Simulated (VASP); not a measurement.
Al:

```
Al
1.0
     0.00000    2.02481    2.02481
     2.02481    0.00000    2.02481
     2.02481    2.02481    0.00000
Al
1
Direct
  0.00000 0.00000 0.00000
```

| Item | Value |
| --- | --- |
| Program | VASP 6.6.1 |
| Task | relaxation of cell and atoms |
| Functional | r2SCAN |
| Dispersion | rVV10 |
| Potentials or basis | VASP PAW PBE potentials, release 64 (Al) |
| Cutoff | 600 eV |
| k mesh | 16 × 16 × 16 |
| Occupations | methfessel-paxton, width 0.1 eV |
| Spin | no spin polarisation |

At the start: pressure -4.0 GPa; volume 16.60 Å³/atom.

Problem. How do energy, volume and symmetry change on relaxing?

Solution. Over 3 steps the energy falls by 10.4 meV/atom and the volume is 15.81 Å³/atom (-4.8 %); space group Fm-3m (No. 225, to 0.05 Å).

The path:
```
step  energy change (eV)  largest force (eV/Å)  pressure (GPa)  volume (Å³)
   1              0.0000                0.0000           -3.98        16.60
   2             -0.0098                0.0000            1.17        15.63
   3             -0.0104                0.0000            0.04        15.81
```

Final structure:
```
CELL_PARAMETERS angstrom
0.00000 1.99222 1.99222
1.99222 0.00000 1.99222
1.99222 1.99222 0.00000
ATOMIC_POSITIONS crystal
Al 0.00000 0.00000 0.00000
```

Caveat: the PAW data sets were made with another functional, which shifts forces and pressure a little.
